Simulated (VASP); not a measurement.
A VASP calculation is set up with these files.

File POSCAR:
```
PbF2
4.2388890
  0.0000000000   0.7179034412   0.6961427865
  0.7189291817   0.0000000000   0.6961427865
  0.7189291817   0.7179034412   0.0000000000
Pb F
1 2
direct
  0.0000000000   0.0000000000   0.0000000000
  0.2500000000   0.2500000000   0.2500000000
  0.7370490000   0.7629510000   0.7629510000
```

KPOINTS:
```
Automatic mesh
0
Gamma
6 6 6
0 0 0
```

**INCAR**
```
LCHARG = F
ISIF = 2   ! forces and stress, cell fixed
ENCUT = 520
NBANDS = 36
LASPH = T
ISMEAR = 0
NELM = 100   ! most electronic steps
LMAXMIX = 4   ! l cut-off of mixed one-centre charges
EDIFF = 1E-6   ! SCF stop (eV)
PREC = Accurate
SYSTEM = PbF2
LWAVE = F
ALGO = Normal   ! blocked Davidson
SIGMA = 0.05   ! width (eV)
GGA = PE
LREAL = F   ! projection in real space or not
```

POTCAR, in this order: Pb_d F (PBE.64 set). Program: vasp_std.

Task: Translate this PBE calculation to Quantum ESPRESSO's pw.x.

Result: One equivalent input (not run):
```
&CONTROL
  calculation = 'scf'
  pseudo_dir = './pseudo'
  outdir = './out'
  tprnfor = .true.
  tstress = .true.
/
&SYSTEM
  ibrav = 0
  nat = 3
  ntyp = 2
  ecutwfc = 84
  occupations = 'smearing'
  smearing = 'gaussian'
  degauss = 0.003675
  input_dft = 'pbe'
/
&ELECTRONS
  conv_thr = 7.3e-08
  electron_maxstep = 100
/
ATOMIC_SPECIES
  Pb 207.200 Pb.upf
  F 18.998 F.upf
CELL_PARAMETERS angstrom
     0.0000000    3.0431130    2.9508720
     3.0474610    0.0000000    2.9508720
     3.0474610    3.0431130    0.0000000
ATOMIC_POSITIONS crystal
  Pb   0.0000000  0.0000000  0.0000000
  F    0.2500000  0.2500000  0.2500000
  F    0.7370490  0.7629510  0.7629510
K_POINTS automatic
  6 6 6 0 0 0
```
Limits of the translation: the potentials are each code's own (VASP's PAW set, PseudoDojo norm-conserving files in pw.x), so ENCUT and ecutwfc are chosen apart and not converted; conv_thr bounds pw.x's estimated SCF error, while EDIFF bounds the energy change between steps; the number of bands isn't carried over, since the valence differs with the files.

The compound is PbF2 in the fluorite structure, the β form. The cell was not relaxed at this level, atoms are displaced from their ideal sites. The run is one of a series of settings (NBANDS = 36 against the base run), some of them coarse on purpose.
